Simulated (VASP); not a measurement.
Here is the system:

```xyz
2
Lattice="0.0000 2.7235 2.7235 2.7235 0.0000 2.7235 2.7235 2.7235 0.0000" Properties=species:S:1:pos:R:3 pbc="T T T"
Mg     0.0000     0.0000     0.0000
Se     2.7235     2.7235     2.7235
```

All values below come from r2SCAN+rVV10, VASP's PBE PAW potentials (set 64) (plane waves; VASP). Numerical set-up: 400 eV cut-off, 9×9×9 Γ-centred mesh, tetrahedra with Blöchl corrections, potentials Mg Se.

Give the energies of bands 2 to 7 at the high-symmetry points, in eV from the valence-band maximum.

```csv
band,Γ,X,U,L,W
2,0.00,-4.36,-3.85,-5.01,-3.38
3,0.00,-1.83,-3.36,-0.62,-3.38
4,0.00,-1.83,-1.48,-0.62,-2.53
5,3.48,2.44,3.66,4.49,5.16
6,7.99,4.48,6.89,6.69,7.71
7,7.99,12.85,9.67,6.69,8.23
```

The gap is indirect, 2.44 eV, from the valence maximum at Γ to the conduction minimum at X.

The structure comes from a measured MgSe entry (Fm-3m) of the Crystallography Open Database, whose conditions weren't checked. It was relaxed first.
